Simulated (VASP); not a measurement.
# Ge (Fd-3m) under biaxial (001) strain: valence-band splitting and hole masses at HSE06 with spin-orbit coupling

A common rule of thumb says that biaxial strain splits the top of the valence band of a cubic semiconductor in proportion to the strain, equally for compression and tension. The series puts this to the test for Ge between −2 % and +2 % strain in the (001) plane. The splitting matters in transistors and light emitters, because it decides which hole band is filled first and how heavy its holes are in each direction. The two lower valence levels at the zone centre are given as depths below the valence-band top of the same cell, so a larger number means a deeper level. The masses belong to the top hole band, along the normal and in the plane.

## How the numbers were made

The start is a typed prototype cell. The crystal was relaxed with PBEsol. Equal strain is imposed in the (001) plane; the strain along the normal is adjusted until the normal stress vanishes, and the atoms are relaxed with PBEsol. VASP 6.6.1, plane waves with PAW, cutoff 470 eV, no spin polarisation. Band edges are single points at HSE06 with spin-orbit coupling on these cells, k mesh 5×5×5, read on short lines of k points at the zone centre and through the valleys; energies are counted from the valence-band top at the zone centre. Each level is the mean of a Kramers pair; masses are fitted within 0.05 1/Å of the zone centre and are rough where two bands nearly touch. All levels use the PAW data sets made with PBE.

Notes on method and selection:

- Runs that did not converge, have known faults or may not be shown are not listed, and runs on Ansatz's PAW sets soft_1 and soft_2 are kept to separate tables.

Columns:

- strain (%): strain in the plane (tension positive).
- second level (eV): second valence level below the top at Γ.
- third level (eV): third valence level below the top at Γ.
- mass, normal (mₑ): mass of the top hole band along the normal.
- mass, plane (mₑ): mass of the top hole band in the plane.

## Numbers

| member | sign of the strain | strain (%) | second level (eV) | third level (eV) | mass, normal (mₑ) | mass, plane (mₑ) |
| --- | --- | --- | --- | --- | --- | --- |
| −2 % | compression | −2.0 | 0.1282 | 0.480 | 0.193 | 0.067 |
| −1 % | compression | −1.0 | 0.0790 | 0.376 | 0.200 | 0.068 |
| −0.5 % | compression | −0.5 | 0.0440 | 0.340 | 0.204 | 0.076 |
| 0 % | compression | 0.0 | 0.0016 | 0.311 | 0.183 | 0.201 |
| 0 % | tension | 0.0 | 0.0016 | 0.311 | 0.183 | 0.201 |
| +0.5 % | tension | 0.5 | 0.0545 | 0.343 | 0.041 | 0.143 |
| +1 % | tension | 1.0 | 0.1092 | 0.383 | 0.028 | 0.139 |
| +2 % | tension | 2.0 | 0.2242 | 0.478 | 0.021 | 0.137 |

Least-squares fits to the whole series, with x = strain (%); R² and errors in the fitted variable (y, or ln y where the fit is in ln y):

| y | sign of the strain | members | fit | R² | rms residual | leave-one-out rms | the same for the mean of the others |
| --- | --- | --- | --- | --- | --- | --- | --- |
| third level (eV) | compression | 4 | y = 0.3018 − 0.08566 x | 0.98 | 0.0084 | 0.025 | 0.085 |
| third level (eV) | tension | 4 | y = 0.3048 + 0.08451 x | 0.99 | 0.0053 | 0.015 | 0.084 |
| second level (eV) | compression | 4 | y = 0.008720 − 0.06226 x | 0.98 | 0.0063 | 0.018 | 0.062 |
| second level (eV) | tension | 4 | y = −2.400×10⁻⁴ + 0.1116 x | 1.00 | 0.0016 | 0.0048 | 0.11 |

## What drives the series

Both signs of strain split the top pair of levels, but not equally: the second level lies 0.2242 eV below the top at +2 % and only 0.1282 eV below it at −2 %. From 1 % to 2 % the splitting grows by 0.2242 − 0.1092 = 0.1150 eV under tension and by 0.1282 − 0.0790 = 0.0492 eV under compression.

The cause is the limited size of the spin-orbit splitting, which leaves the split-off state within reach of the strain. Compression puts the heavy-hole state ($m_J=\pm3/2$) on top, tension the light-hole state ($m_J=\pm1/2$). Strain mixes the light-hole state with the split-off state below, which pushes it upwards for either sign. This widens the splitting when the light-hole state is on top and narrows it when it is second. With $\Delta$ the unstrained spin-orbit splitting, $\delta$ the strain energy (the deformation-potential term that shifts the valence levels, not the elastic energy; positive in tension) and $S=\sqrt{\Delta^2+\Delta\delta+9\delta^2/4}$, the depths are

- tension: second $\tfrac34\delta+\tfrac12(S-\Delta)$, third $S$;
- compression: second $\tfrac34|\delta|+\tfrac12(\Delta-S)$, third $\tfrac34|\delta|+\tfrac12(\Delta+S)$.

The +1 % row gives $\delta$ = (0.1092 + 0.5 × (0.311 − 0.383)) × 4 / 3 = 0.098 eV per %. With this value for both signs and $\Delta$ = 0.311 eV, the rms miss over the seven distinct cells is about 0.006 eV for either level, against a scatter about the mean of 0.067 eV (second) and 0.062 eV (third). The rule of thumb thus holds for the strain energy, not for the splitting itself.

The mass of the top band changes its anisotropy with the sign of strain. From −1 % to +1 % the fitted normal mass drops from 0.200 to 0.028 mₑ, a factor of 0.200 / 0.028 = 7.1, while the fitted in-plane mass doubles from 0.068 to 0.139 mₑ. The light mass in each pair is rough, so the direction of the change is safer than its size. The heavy-hole state is built from p orbitals lying in the plane. These couple to the s-like conduction state for motion in the plane, which makes the hole light there, but not for motion along the normal. The light-hole state is mainly p orbital along the normal, so the light direction turns with it. More tension strengthens that character and shrinks the gap at the zone centre, and both lower the normal mass.

## Members off the line

Largest departures from the fit to the whole series:

| member | sign of the strain | third level (eV) | fit | computed − fit | in rms residuals |
| --- | --- | --- | --- | --- | --- |
| −1 % | compression | 0.376 | 0.387 | −0.011 | 1.4 |
| +1 % | tension | 0.383 | 0.389 | −0.006 | 1.2 |
| 0 % | tension | 0.311 | 0.305 | +0.006 | 1.2 |
| 0 % | compression | 0.311 | 0.302 | +0.009 | 1.1 |

The largest departures from the straight-line fits to the third level are −0.011 eV at −1 % and +0.009 eV at 0 % on the compression side. They reflect curvature: the depth grows faster at larger strain, so a straight line runs too high in the middle and too low at the ends.

Against the spin-orbit formula the worst member is +2 %, where the second and third levels are predicted 0.014 and 0.016 eV too deep. A strain response beyond first order is a possible reason.

The unstrained cell is odd in its masses. Cubic symmetry would make the top two levels degenerate and the masses along the cube axes equal, yet the levels differ by 0.0016 eV and the masses are 0.183 and 0.201 mₑ. A very slight tetragonal distortion left by the adjustment along the normal accounts for this.

The normal masses under tension are rough. With $E=\hbar^2k^2/2m$ and $\hbar^2/2m_e$ = 3.8 eV Å², a hole of 0.041 mₑ at +0.5 % drops by 3.8 × 0.05² / 0.041 = 0.23 eV at the edge of the fit range, far past the second level at 0.0545 eV. If the fit picked up the heavier band beyond that crossing, the mass is too high, and part of its fall to 0.021 mₑ at +2 % comes from the fit. The in-plane masses under compression share this weakness. A hole of 0.067 mₑ drops by 3.8 × 0.05² / 0.067 = 0.14 eV at the edge of the range, just past the second level at −2 % (0.1282 eV) and well past it at −1 % (0.0790 eV). Mixing with the second band flattens the top band there, so these masses are probably too high as well, most of all at small strain.

## Applications

**Which calculated cell suits a channel that needs light holes in the plane and a splitting of at least 0.1 eV?**
Light in-plane holes call for compression. The −1 % cell has a mass of 0.068 mₑ, but its splitting of 0.0790 eV is too small. The −2 % cell reaches 0.1282 eV with 0.067 mₑ and meets both demands. The extra strain buys splitting. Whether it also changes the mass at the zone centre can't be read from 0.068 and 0.067 mₑ, because both fits reach past the second level. The +1 % cell also passes 0.1 eV, with 0.1092 eV, but its fitted in-plane mass is 0.139 / 0.067 = 2.1 times as large. That gap is wide enough to settle the choice, though the factor itself is rough.

**What splitting is to be expected at −1.5 %?**
The strain energy is 0.098 × 1.5 = 0.147 eV in size, with negative sign. Then S = √(0.311² − 0.311 × 0.147 + 9 × 0.147² / 4) = 0.316 eV. The second level lies 3 × 0.147 / 4 + 0.5 × (0.311 − 0.316) = 0.108 eV below the top. The formula meets the second level of the compressed rows to within roughly 0.002 eV, so a similar error is likely here. This falls between the neighbouring rows, 0.0790 and 0.1282 eV, as it should.

**Can the slope found under tension be used for compression?**
No, and least of all at large strain. The tension fit gives 0.1116 × 2 − 0.0002 = 0.223 eV for 2 %. The calculated splitting at −2 % is 0.1282 eV, so the borrowed slope overshoots by 0.223 − 0.128 = 0.095 eV, or about 74 %. At 0.5 % the same fit gives 0.1116 × 0.5 − 0.0002 = 0.056 eV against 0.0440 eV, an overshoot of 0.012 eV, still about a quarter of the splitting.

## Rules of thumb and their limits

Between −2 % and +2 %, compression gives a top hole band that is light in the plane and heavy along the normal, and tension reverses this. A strain energy proportional to strain, combined with spin-orbit coupling, describes the level depths; a single slope for the splitting does not serve both signs.

The masses are less certain than the levels, above all the light ones: along the normal under tension and in the plane under compression. Besides the fit range, they depend on the gap at the zone centre, so a gap computed too small makes them too light, and one too large makes them too heavy. The calculation leaves out thermal expansion and lattice vibrations. Thermal expansion narrows that gap in Ge and by itself should lower the light masses somewhat. Vibrations narrow it too, but most of that narrowing doesn't carry over to the masses, and the coupling to vibrations can itself make a hole heavier. The sign of the combined correction therefore stays open.

Tension is the relevant side for light emission, because it lowers the conduction-band minimum at the zone centre relative to the valleys at L. In these calculations the zone-centre minimum is the lowest in all three stretched cells, from +0.5 % on. This is not the strain at which real Ge becomes a direct-gap material, which takes clearly more tension. The two minima lie close together in the unstrained cell, so a small error in their separation shifts the crossing strongly, and the series can't be used to set that strain.
